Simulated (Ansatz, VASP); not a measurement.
# SiGe3 (Si0.25Ge0.75, diamond-type random alloy) in two plane-wave programs

Wanted: the spread between two codes on one cell, functional and k mesh. The cell is invented: As first built, before any earlier steps moved the atoms (in the runner's words): 2x2x2 conventional cells of the Ge type (64 atoms: 16 Si, 48 Ge); Ge/Si share their sites, the best of 600 random draws by like-pair counts in two shells; start lattice by linear mixing of the end members' cells; atoms moved at random by 0.02 A. It may not be a known or stable phase. Of the first pair: The structure shown is the start of the Ansatz relaxation below; VASP solves that cell, so the two are compared at the walk's first step.

Method: plane waves, with VASP 6.6.1 beside it; single point at PBE, in Ansatz 0.2.0.

## Step 1: Starting point

The cell holds 64 atoms: 16 Si and 48 Ge. Cell: a = 11.200 Å, b = 11.200 Å, c = 11.200 Å, α = 90.0°, β = 90.0°, γ = 90.0°. It derives from Ge (Ge type, space group 227), repeated 2×2×2. As first built, before any earlier steps moved the atoms (in the runner's words): 2x2x2 conventional cells of the Ge type (64 atoms: 16 Si, 48 Ge); Ge/Si share their sites, the best of 600 random draws by like-pair counts in two shells; start lattice by linear mixing of the end members' cells; atoms moved at random by 0.02 A.

## Step 2: Ansatz: relaxation, PBE

Ansatz runs on its default PAW (the set named soft_2) files.

The two programs are compared at the cell with which this relaxation starts, whose forces are those of its first step.

Input file input.yaml:

```yaml
crystal:
  lattice:
    - [11.20029, 0.0, 0.0]
    - [0.0, 11.20029, 0.0]
    - [0.0, 0.0, 11.20029]
  atoms:
    - { symbol: Si, position: [0.99807, 0.25095, 0.99871] }
    - { symbol: Si, position: [0.25043, 0.99955, 0.49973] }
    - { symbol: Si, position: [0.12205, 0.62544, 0.3774] }
    - { symbol: Si, position: [0.24982, 0.49903, 0.99923] }
    - { symbol: Si, position: [0.3764, 0.87577, 0.37593] }
    - { symbol: Si, position: [0.37687, 0.62621, 0.12504] }
    - { symbol: Si, position: [0.00146, 0.50047, 0.74527] }
    - { symbol: Si, position: [0.49956, 0.99782, 0.7492] }
    - { symbol: Si, position: [0.75148, 0.25394, 0.74987] }
    - { symbol: Si, position: [0.87793, 0.12367, 0.62391] }
    - { symbol: Si, position: [0.62747, 0.62505, 0.37403] }
    - { symbol: Si, position: [0.87182, 0.87617, 0.37278] }
    - { symbol: Si, position: [0.75119, 0.748, 0.25227] }
    - { symbol: Si, position: [0.87123, 0.62325, 0.12699] }
    - { symbol: Si, position: [0.50111, 0.50137, 0.74998] }
    - { symbol: Si, position: [0.50156, 0.75371, 0.50174] }
    - { symbol: Ge, position: [0.00271, 0.99708, 0.25214] }
    - { symbol: Ge, position: [0.12511, 0.3762, 0.12494] }
    - { symbol: Ge, position: [0.12612, 0.12351, 0.37314] }
    - { symbol: Ge, position: [0.25084, 0.00119, 0.99994] }
    - { symbol: Ge, position: [0.37194, 0.37847, 0.37174] }
    - { symbol: Ge, position: [0.2478, 0.2477, 0.24885] }
    - { symbol: Ge, position: [0.3778, 0.12754, 0.12352] }
    - { symbol: Ge, position: [0.99972, 0.99812, 0.75028] }
    - { symbol: Ge, position: [0.12627, 0.37904, 0.62546] }
    - { symbol: Ge, position: [0.00079, 0.25094, 0.49812] }
    - { symbol: Ge, position: [0.12425, 0.12389, 0.8751] }
    - { symbol: Ge, position: [0.37498, 0.37369, 0.87489] }
    - { symbol: Ge, position: [0.24834, 0.24795, 0.749] }
    - { symbol: Ge, position: [0.3759, 0.12518, 0.62344] }
    - { symbol: Ge, position: [0.00138, 0.50059, 0.25183] }
    - { symbol: Ge, position: [0.12281, 0.87417, 0.12522] }
    - { symbol: Ge, position: [0.99977, 0.74952, 0.00113] }
    - { symbol: Ge, position: [0.25196, 0.75167, 0.25046] }
    - { symbol: Ge, position: [0.12717, 0.87483, 0.62636] }
    - { symbol: Ge, position: [0.00051, 0.74927, 0.49657] }
    - { symbol: Ge, position: [0.12219, 0.62391, 0.87569] }
    - { symbol: Ge, position: [0.24804, 0.50404, 0.49963] }
    - { symbol: Ge, position: [0.37296, 0.87652, 0.87765] }
    - { symbol: Ge, position: [0.25034, 0.74915, 0.75386] }
    - { symbol: Ge, position: [0.37626, 0.62642, 0.62521] }
    - { symbol: Ge, position: [0.50326, 0.99863, 0.25146] }
    - { symbol: Ge, position: [0.62653, 0.37234, 0.12696] }
    - { symbol: Ge, position: [0.49706, 0.25043, 0.99919] }
    - { symbol: Ge, position: [0.62593, 0.12384, 0.3749] }
    - { symbol: Ge, position: [0.74768, 0.00141, 0.99797] }
    - { symbol: Ge, position: [0.87513, 0.37001, 0.37609] }
    - { symbol: Ge, position: [0.74828, 0.25103, 0.25008] }
    - { symbol: Ge, position: [0.87546, 0.12379, 0.12612] }
    - { symbol: Ge, position: [0.62157, 0.37648, 0.6229] }
    - { symbol: Ge, position: [0.50018, 0.24903, 0.50108] }
    - { symbol: Ge, position: [0.6253, 0.12332, 0.87571] }
    - { symbol: Ge, position: [0.75268, 0.99856, 0.5012] }
    - { symbol: Ge, position: [0.87249, 0.37293, 0.87563] }
    - { symbol: Ge, position: [0.49835, 0.50171, 0.25118] }
    - { symbol: Ge, position: [0.62527, 0.87253, 0.12318] }
    - { symbol: Ge, position: [0.50347, 0.75121, 0.99926] }
    - { symbol: Ge, position: [0.75387, 0.49679, 0.9994] }
    - { symbol: Ge, position: [0.62444, 0.87521, 0.62308] }
    - { symbol: Ge, position: [0.62579, 0.62624, 0.87339] }
    - { symbol: Ge, position: [0.75304, 0.50104, 0.50151] }
    - { symbol: Ge, position: [0.87538, 0.87676, 0.87695] }
    - { symbol: Ge, position: [0.74701, 0.75133, 0.74982] }
    - { symbol: Ge, position: [0.87151, 0.62549, 0.62519] }
kpoints:
  mp_grid: { grid: [2, 2, 2], shift: [0.5, 0.5, 0.5] }
hamiltonian:
  xc: pbe
scf:
  occupations: { method: fermi_dirac, width: 0.01 }
output:
  forces: true
  stress: true
relax:
  f_tol: 0.02
  max_steps: 45
  cell: { stress_tol: 0.1 }
```

Launch:

```bash
$ ansatz run input.yaml --threads 8 --pin off --max-ram 15360MiB --backend cpu --events-out ev --progress --plain --runs-dir out
```

Numbers of over 12 decimals in the logs are rounded to 6 here.

Output:

```text
The last accepted step is kept in <dir> (removed where the run ends without a failure and the disk answers)
Engine: ansatz 0.2.0, x86_64-unknown-linux-gnu
Pseudopotentials: kind: paw
Pseudopotential: Si, paw, valence charge 4, recommended cutoff 420 eV (normal), Si.paw.azcp
Pseudopotential: Ge, paw, valence charge 14, recommended cutoff 420 eV (normal), Ge.paw.azcp
Functional definition: PBE
  parameter kappa = 0.804
  parameter beta = 0.066725
  exchange = pbe_x(kappa = kappa, mu = beta*pi^2/3)
  correlation = pbe_c(beta = beta)
Crystal: 64 atoms, lattice volume = 1405.037 Å³
Basis set: ecut = 420 eV, 27609 PW (Γ), exchange–correlation on 150×150×150 points (8 copies of the dense FFT grid, shifted against one another)
Bands: 442, of which v1, the nominal top of the filled ones, is band 368 counted from 1 (367 counted from 0)
Symmetry: 1 space group operations
Space group: P1 (ITA 1), of the structure as read, at distance tolerance 1.1e-4 Å
k-points: 4 of 8 (time reversal used)
Non-local potential: Si, projectors of the file, l = 0: 2, l = 1: 2, l = 2: 2
Non-local potential: Ge, projectors of the file, l = 0: 2, l = 1: 2, l = 2: 3, l = 3: 1
PAW form: soft (Blöchl's): semilocal exchange-correlation on the pseudo side does not see the compensation charge
PAW one-centre angular grid: Si, 110 points (default); XC on 64 Gauss nodes
PAW one-centre angular grid: Ge, 590 points (default); XC on 64 Gauss nodes
Initial density: superposition of atomic densities (neutral atoms: chi_scale 0, normalization atom), corrected by the library's trained network
Initial wavefunctions: pseudopotential atomic-orbital guess
Functional: x = pbe(κ = 0.804, μ = 0.219515), c = pbe(β = 0.066725)
SCF iter   1: F=—  HF=-216329.620371 eV  |F-HF|=—  |Δ(HF+E_count)|=         —  Δρ=1.20e-3  dr2=3.42e-2  ethr=1.77e-3  ⟨swp⟩=6.0  Hψ=6568  notcnv=0  defer=6
preconditioner: auto → Resta (q_TF=auto, 2.450 Å⁻¹)  ε∞=2.7  [insulator: Δε(μ)=0.913 eV  Ē_g=20.777 eV  σ=0.010 eV  W_gap=1.00  n_scr=364 (ndim 8)  ℏωp=26.9 eV  f_vac=0.031  D(μ)=0.00/eV (n_scr^D=0)  ε∞_Penn≈2.7]
SCF iter   2: F=—  HF=-216329.593510 eV  |F-HF|=—  |Δ(HF+E_count)|=   2.69e-2  Δρ=7.96e-4  dr2=9.90e-3  ethr=4.65e-6  ⟨swp⟩=2.0  Hψ=3524  notcnv=0  defer=280
SCF iter   3: F=—  HF=-216329.592458 eV  |F-HF|=—  |Δ(HF+E_count)|=   1.05e-3  Δρ=3.70e-4  dr2=2.48e-3  ethr=1.35e-6  ⟨swp⟩=2.0  Hψ=2976  notcnv=0  defer=280
SCF iter   4: F=—  HF=-216329.593448 eV  |F-HF|=—  |Δ(HF+E_count)|=   9.90e-4  Δρ=1.22e-4  dr2=2.58e-4  ethr=3.37e-7  ⟨swp⟩=2.0  Hψ=2016  notcnv=0  defer=280
SCF iter   5: F=—  HF=-216329.593497 eV  |F-HF|=—  |Δ(HF+E_count)|=   4.95e-5  Δρ=4.97e-5  dr2=1.98e-4  ethr=3.50e-8  ⟨swp⟩=2.0  Hψ=2960  notcnv=0  defer=280
SCF iter   6: F=—  HF=-216329.593538 eV  |F-HF|=—  |Δ(HF+E_count)|=   4.04e-5  Δρ=2.28e-5  dr2=7.30e-6  ethr=2.69e-8  ⟨swp⟩=2.0  Hψ=1812  notcnv=0  defer=280
SCF iter   7: F=—  HF=-216329.592547 eV  |F-HF|=—  |Δ(HF+E_count)|=   9.90e-4  Δρ=7.06e-6  dr2=1.84e-6  ethr=9.92e-10  ⟨swp⟩=3.0  Hψ=2910  notcnv=0  defer=280
SCF iter   8: F=—  HF=-216329.592548 eV  |F-HF|=—  |Δ(HF+E_count)|=   2.78e-7  Δρ=2.17e-6  dr2=1.08e-7  ethr=2.50e-10  ⟨swp⟩=2.0  Hψ=2834  notcnv=0  defer=280
SCF iter   9: F=-216329.592548 eV  HF=-216329.592548 eV  |F-HF|=2.96e-8  |Δ(HF+E_count)|=   5.30e-8  Δρ=7.45e-7  dr2=4.11e-8  ethr=1.36e-11  ⟨swp⟩=4.0  Hψ=4732  notcnv=0
SCF 1 converged in 9 iterations: F = -216329.592548 eV  dr2 = 4.11e-8
  greatest PAW one-centre occupation: 0.998 electrons in one spin orbital (limit 2), on the Ge atom at site 43 (counted from 0), in its partial waves of l = 2
relax step   1: F+E_penalty+E_count = -216329.59254766 eV  Δ(F+E_penalty+E_count) = +0.000e0 eV  max|allowed force component| = 1.045e0 eV/Å  Δτ_max = 0.0000 Å  P = +3.146 GPa  Ω = 1405.037 Å³  (9 SCF iters, dr2 threshold 1.00e-7 eV, accepted)
Crystal: 64 atoms, lattice volume = 1455.571 Å³
Basis set: ecut = 420 eV, 28417 PW (Γ), exchange–correlation on 150×150×150 points (8 copies of the dense FFT grid, shifted against one another)
Initial density: handed on by an earlier stage of this run
Initial wavefunctions: those handed on with the density
iter 1 solved again at ethr=3.03e-5 eV; its pass at ethr=3.10e-3 eV (dr2=2.23e-1 eV) is discarded
SCF iter   1: F=—  HF=-216331.062094 eV  |F-HF|=—  |Δ(HF+E_count)|=         —  Δρ=4.90e-3  dr2=2.25e-1  ethr=3.03e-5  ⟨swp⟩=6.8  Hψ=7818  notcnv=0  defer=1
preconditioner: auto → Resta (q_TF=auto, 2.435 Å⁻¹)  ε∞=2.6  [insulator: Δε(μ)=0.761 eV  Ē_g=20.637 eV  σ=0.010 eV  W_gap=1.00  n_scr=364 (ndim 8)  ℏωp=26.4 eV  f_vac=0.039  D(μ)=0.00/eV (n_scr^D=0)  ε∞_Penn≈2.6]
SCF iter   2: F=—  HF=-216331.049838 eV  |F-HF|=—  |Δ(HF+E_count)|=   1.23e-2  Δρ=2.61e-3  dr2=5.99e-2  ethr=3.03e-5  ⟨swp⟩=3.8  Hψ=2215  notcnv=0
[...]
atom  12  Si    -0.00104965    -0.00024196    -0.00106111
  atom  13  Si     0.00094128    -0.00117675     0.00109117
  atom  14  Si    -0.00007960     0.00094031    -0.00070425
  atom  15  Si    -0.00008509     0.00124771    -0.00019053
  atom  16  Si    -0.00186628    -0.00115510    -0.00089836
  atom  17  Ge    -0.00002213     0.00043867     0.00086698
  atom  18  Ge    -0.00118303    -0.00000589    -0.00066911
  atom  19  Ge     0.00028681     0.00012696     0.00004295
  atom  20  Ge    -0.00038628    -0.00065370    -0.00076977
  atom  21  Ge     0.00064292     0.00095729     0.00079151
  atom  22  Ge     0.00121596     0.00072313    -0.00022950
  atom  23  Ge    -0.00133713    -0.00104668     0.00021362
  atom  24  Ge    -0.00046946     0.00104331    -0.00007674
  atom  25  Ge    -0.00063801     0.00024289     0.00069168
  atom  26  Ge     0.00019521     0.00021101     0.00094204
  atom  27  Ge     0.00010338     0.00102206     0.00036893
  atom  28  Ge    -0.00003284     0.00001670    -0.00008779
  atom  29  Ge     0.00128719     0.00100328    -0.00010569
  atom  30  Ge    -0.00044710    -0.00120146    -0.00069656
  atom  31  Ge    -0.00040055     0.00074879     0.00073297
  atom  32  Ge     0.00073819    -0.00035819    -0.00085317
  atom  33  Ge    -0.00066298    -0.00062906     0.00044782
  atom  34  Ge    -0.00026471     0.00049060     0.00022843
  atom  35  Ge    -0.00120712    -0.00013644    -0.00021359
[...]
atom  57  Ge    -0.00043143    -0.00033290    -0.00010443
  atom  58  Ge    -0.00133559    -0.00106006     0.00038120
  atom  59  Ge    -0.00030679    -0.00060255     0.00032625
  atom  60  Ge     0.00131051     0.00081947    -0.00071455
  atom  61  Ge    -0.00080421     0.00001299    -0.00035887
  atom  62  Ge     0.00119319    -0.00090185     0.00002136
  atom  63  Ge    -0.00049118     0.00050348    -0.00055863
  atom  64  Ge     0.00048353     0.00018933    -0.00040159
  max |Σ_I F_I| component: 4.94e-7 eV/Å
--- Stress (GPa, compression-positive) ---
        0.003374       0.000042      -0.000052
        0.000042       0.002310       0.000151
       -0.000052       0.000151       0.006823
  P = ⅓ Tr σ = 0.0042 GPa (0.042 kbar)
--- Relaxed structure (4 steps of the walk, 4 accepted, 1 SCFs on fresh bases) ---
  F+E_penalty+E_count = -216331.10834510 eV   max|allowed force component| = 3.579e-3 eV/Å   (the final SCF, on the basis selected at the relaxed cell)
  cell:  # Å, volume = 1463.2122 Å³
    - [11.352965, 0.000547337, 0.000393037]
    - [0.000547337, 11.353350, -0.00117716]
    - [0.000393037, -0.00117716, 11.352042]
  atoms:
    - { symbol: Si, position: [1.000503, 0.251840, 0.999266] }
    - { symbol: Si, position: [0.253861, 0.996223, 0.498252] }
    - { symbol: Si, position: [0.125295, 0.626003, 0.373687] }
    - { symbol: Si, position: [0.251965, 0.502019, 1.001587] }
    - { symbol: Si, position: [0.375143, 0.872241, 0.378789] }
    - { symbol: Si, position: [0.372182, 0.623825, 0.124361] }
    - { symbol: Si, position: [0.000148184, 0.499018, 0.751008] }
    - { symbol: Si, position: [0.500433, 0.999304, 0.748224] }
    - { symbol: Si, position: [0.752244, 0.248650, 0.747910] }
    - { symbol: Si, position: [0.872222, 0.126252, 0.626157] }
    - { symbol: Si, position: [0.624683, 0.631109, 0.374410] }
    - { symbol: Si, position: [0.872633, 0.871859, 0.373509] }
    - { symbol: Si, position: [0.751490, 0.748254, 0.253266] }
    - { symbol: Si, position: [0.872306, 0.627538, 0.129015] }
    - { symbol: Si, position: [0.500517, 0.499987, 0.749588] }
    - { symbol: Si, position: [0.500782, 0.751015, 0.495898] }
    - { symbol: Ge, position: [-0.00224429, 0.996983, 0.252229] }
    - { symbol: Ge, position: [0.124851, 0.376995, 0.120855] }
    - { symbol: Ge, position: [0.126756, 0.121182, 0.378487] }
    - { symbol: Ge, position: [0.249074, -4.314102577677145e-5, 0.999683] }
    - { symbol: Ge, position: [0.374898, 0.376922, 0.374893] }
    - { symbol: Ge, position: [0.248747, 0.250196, 0.249734] }
    - { symbol: Ge, position: [0.375846, 0.124070, 0.125400] }
    - { symbol: Ge, position: [0.998088, 1.002896, 0.747444] }
    - { symbol: Ge, position: [0.122807, 0.377319, 0.626632] }
    - { symbol: Ge, position: [-0.00223371, 0.248066, 0.503212] }
    - { symbol: Ge, position: [0.122499, 0.127761, 0.876662] }
    - { symbol: Ge, position: [0.375143, 0.380403, 0.874917] }
    - { symbol: Ge, position: [0.250140, 0.251039, 0.750309] }
    - { symbol: Ge, position: [0.374499, 0.120387, 0.624890] }
    - { symbol: Ge, position: [0.000373257, 0.504598, 0.249182] }
    - { symbol: Ge, position: [0.125576, 0.872723, 0.126657] }
    - { symbol: Ge, position: [0.997629, 0.746874, 0.00270229] }
    - { symbol: Ge, position: [0.252808, 0.747521, 0.252837] }
    - { symbol: Ge, position: [0.126455, 0.877021, 0.621128] }
    - { symbol: Ge, position: [0.000361625, 0.749921, 0.495107] }
    - { symbol: Ge, position: [0.125065, 0.620893, 0.876000] }
    - { symbol: Ge, position: [0.247408, 0.503033, 0.498642] }
    - { symbol: Ge, position: [0.377301, 0.876885, 0.873430] }
    - { symbol: Ge, position: [0.250737, 0.749592, 0.748907] }
[...]
- { symbol: Ge, position: [0.497615, 0.747163, 1.002178] }
    - { symbol: Ge, position: [0.753333, 0.501823, 1.001420] }
    - { symbol: Ge, position: [0.621525, 0.874711, 0.622892] }
    - { symbol: Ge, position: [0.623123, 0.622396, 0.874078] }
    - { symbol: Ge, position: [0.746496, 0.503386, 0.498793] }
    - { symbol: Ge, position: [0.874894, 0.874358, 0.874445] }
    - { symbol: Ge, position: [0.748414, 0.749353, 0.749013] }
    - { symbol: Ge, position: [0.877656, 0.623625, 0.626008] }
```

Reading the cycles: dr2 is the Hartree energy of the density residual (eV), the measure of convergence; HF is the Harris–Foulkes estimate of the energy, which meets the free energy F at convergence.

[end of part 1 of 3]

[Lines on the potential files, build, host, timing and source positions are cut from VASP's logs without a mark.]

[Logs are printed without paths, hosts, clocks, repeated set-up lines and the standing remarks that a program may print on its own settings, such as how far it seeks lower states.]

[Hosts, paths, dates, database ids (printed as entryN), source tags and the programs' standing remarks are cut or masked in the printed files.]
